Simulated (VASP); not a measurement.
Input:

```yaml
crystal:
  lattice:
    - [0.00000, 2.96176, 2.96176]
    - [2.96176, 0.00000, 2.96176]
    - [2.96176, 2.96176, 0.00000]
  atoms:
    - { symbol: Al, position: [0.25000, 0.25000, 0.25000] }
    - { symbol: Al, position: [0.75000, 0.75000, 0.75000] }
    - { symbol: Pt, position: [0.00000, 0.00000, 0.00000] }
```

Computed with rev-vdW-DF2, VASP's PBE PAW potentials (set 64) (plane waves; VASP). Settings: 520 eV cut-off, Gaussian smearing of 0.050 eV, potentials Al Pt.

Question: Give the energies of bands 1 to 11 at the high-symmetry points, in eV from the Fermi level.

Answer: 
| band | Γ | X | U | L | W |
|---|---|---|---|---|---|
| 1 | -10.19 | -6.25 | -6.44 | -7.87 | -5.99 |
| 2 | -5.04 | -6.06 | -5.90 | -6.08 | -5.99 |
| 3 | -5.04 | -5.81 | -5.54 | -4.71 | -5.39 |
| 4 | -5.04 | -3.78 | -4.30 | -4.71 | -5.06 |
| 5 | -3.68 | -3.78 | -3.96 | -3.71 | -3.78 |
| 6 | -3.68 | -3.42 | -3.63 | -3.47 | -3.26 |
| 7 | 2.87 | -3.19 | -3.05 | -3.47 | -2.78 |
| 8 | 3.81 | -1.59 | -2.01 | 1.01 | -2.78 |
| 9 | 3.81 | -1.59 | -0.61 | 1.01 | -0.89 |
| 10 | 3.81 | 3.08 | 3.26 | 3.74 | 5.17 |
| 11 | 5.37 | 3.36 | 5.38 | 5.12 | 5.17 |

It has no gap at this level: it comes out as a metal or semimetal.

The compound is PtAl2 in the fluorite structure. It was relaxed first.
